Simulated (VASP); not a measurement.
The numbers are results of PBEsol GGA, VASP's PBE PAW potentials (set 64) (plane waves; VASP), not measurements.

VASP input:

### KPOINTS
```
Automatic mesh
0
Gamma
7 7 7
0 0 0
```

POSCAR:
```
Sb
1
    3.9040408164    -2.1613783552    -0.0215323589
    3.9040408164     2.1613783552    -0.0215323589
    2.7270454383    -0.0000000000     3.5322480621
Sb
2
Direct
  0.2357390461   0.2357390461   0.2357390461
  0.7642609539   0.7642609539   0.7642609539
```

**INCAR**
```
# general
SYSTEM   =  Sb
PREC     =  Accurate
ENCUT    =  400
LREAL    =  .FALSE.
LASPH    =  .TRUE.

# electronic loop
EDIFF    =  1E-6
NELM     =  100
ALGO     =  Normal
LMAXMIX  =  4

# smearing
ISMEAR   =  0
SIGMA    =  0.05

# functional
GGA      =  PS

# ions
IBRION   =  2
NSW      =  60
ISIF     =  3
EDIFFG   =  -0.01

# output
LWAVE    =  .FALSE.
LCHARG   =  .FALSE.
```

POTCAR, in this order: Sb (PBE.64 set). Program: vasp_std.

What VASP printed:

### OSZICAR
```
       N       E                     dE             d eps       ncg     rms          rms(c)
DAV:   1     0.316688095006E+02    0.31669E+02   -0.31817E+03   792   0.706E+02
DAV:   2    -0.781612292809E+01   -0.39485E+02   -0.38833E+02  1158   0.117E+02
DAV:   3    -0.914030658535E+01   -0.13242E+01   -0.13164E+01   946   0.259E+01
DAV:   4    -0.914991878698E+01   -0.96122E-02   -0.96110E-02   940   0.258E+00
DAV:   5    -0.915001049544E+01   -0.91708E-04   -0.91704E-04   956   0.260E-01    0.287E+00
DAV:   6    -0.914165551544E+01    0.83550E-02   -0.18024E-03   830   0.316E-01    0.172E+00
DAV:   7    -0.913636009034E+01    0.52954E-02   -0.48356E-03   825   0.507E-01    0.573E-02
DAV:   8    -0.913640095617E+01   -0.40866E-04   -0.97062E-05   916   0.836E-02    0.119E-02
DAV:   9    -0.913640549910E+01   -0.45429E-05   -0.54467E-06   847   0.187E-02    0.302E-03
DAV:  10    -0.913640538388E+01    0.11523E-06   -0.50542E-07   441   0.500E-03
   1 F= -.91364054E+01 E0= -.91364054E+01  d E =-.913641E+01
       N       E                     dE             d eps       ncg     rms          rms(c)
DAV:   1    -0.913661209775E+01   -0.20660E-03   -0.36516E-03   842   0.370E-01    0.268E-02
DAV:   2    -0.913659667354E+01    0.15424E-04   -0.82100E-05   855   0.705E-02    0.157E-02
DAV:   3    -0.913658726779E+01    0.94058E-05   -0.30146E-05  1013   0.314E-02    0.310E-03
DAV:   4    -0.913658732513E+01   -0.57344E-07   -0.20371E-06   685   0.109E-02
   2 F= -.91365873E+01 E0= -.91365873E+01  d E =-.181941E-03
       N       E                     dE             d eps       ncg     rms          rms(c)
DAV:   1    -0.913666656176E+01   -0.79294E-04   -0.32779E-03   841   0.351E-01    0.255E-02
DAV:   2    -0.913665243766E+01    0.14124E-04   -0.73592E-05   852   0.668E-02    0.150E-02
DAV:   3    -0.913664395238E+01    0.84853E-05   -0.27622E-05  1011   0.301E-02    0.294E-03
DAV:   4    -0.913664400697E+01   -0.54583E-07   -0.18716E-06   635   0.105E-02
   3 F= -.91366440E+01 E0= -.91366440E+01  d E =-.238623E-03
```

File OUTCAR:
```
------------------------ aborting loop because EDIFF is reached ----------------------------------------
  FORCE on cell =-STRESS in cart. coord.  units (eV):
  Direction    XX          YY          ZZ          XY          YZ          ZX
  --------------------------------------------------------------------------------------
  Total       -0.0192002     -0.0145478     -0.0150581     -0.0000000      0.0000000     -0.0015409
  in kB       -0.5130687     -0.3887465     -0.4023835     -0.0000000      0.0000000     -0.0411748
  external PRESSURE =      -0.4347329 kB  Pullay stress =       0.0000000 kB
  volume of cell :       59.96
      direct lattice vectors                 reciprocal lattice vectors
     3.894895351 -2.166133362 -0.027453249     0.127681702 -0.230826046 -0.098098815
     3.894895351  2.166133362 -0.027453249     0.127681702  0.230826046 -0.098098815
     2.715310597  0.000000000  3.534145449     0.001983663  0.000000000  0.281429769
 POSITION                                       TOTAL-FORCE (eV/Angst)
 -----------------------------------------------------------------------------------
      2.47442      0.00000      0.81952        -0.002009     -0.000000     -0.000665
      8.03068      0.00000      2.65972         0.002009      0.000000      0.000665
 -----------------------------------------------------------------------------------
    total drift:                                0.000000      0.000000      0.000000
  FREE ENERGIE OF THE ION-ELECTRON SYSTEM (eV)
  ---------------------------------------------------
  free  energy   TOTEN  =        -9.1366440070 eV

  energy  without entropy=       -9.1366439996  energy(sigma->0) =       -9.13664400

 reached required accuracy - stopping structural energy minimisation
```
(Selected blocks of OUTCAR.)

**CONTCAR**
```
Sb
   1.00000000000000
     3.8948953511291302   -2.1661333618808514   -0.0274532492223076
     3.8948953511291302    2.1661333618808514   -0.0274532492223076
     2.7153105974900833    0.0000000000000000    3.5341454491559894
  Sb
     2
Direct
     0.2355449377356071    0.2355449377356071    0.2355449377355566
     0.7644550622643930    0.7644550622643930    0.7644550622644434
```

The compound is Sb in the a7 structure. This run relaxes it. Symmetry was kept, so distortions that lower it aren't found. The start is the result of an earlier pass.
